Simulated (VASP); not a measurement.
Consider the following.

```xyz
2
Lattice="0.0000 3.4926 3.4926 3.4926 0.0000 3.4926 3.4926 3.4926 0.0000" Properties=species:S:1:pos:R:3 pbc="T T T"
Ba     0.0000     0.0000     0.0000
Te     3.4926     3.4926     3.4926
```

These are vdW-DF-cx, VASP's PBE PAW potentials (set 64) (plane waves; VASP 6.6.1) values and carry that method's errors. Numerical set-up: 520 eV cut-off, Gaussian smearing of 0.050 eV, potentials Ba_sv Te.

Unless said otherwise, spin-orbit coupling is left out, though it shifts the bands of the heavy elements here.

Q: Estimate the band gap (along the path) with the smallest direct gap where there is one.

A: 
```yaml
band gap (along the path): 1.48 eV
smallest direct gap (along the path): 1.87 eV
```

Total energies compare only between runs with the same potentials, cut-off and functional.

The compound is BaTe in the rock salt structure. It was relaxed first.
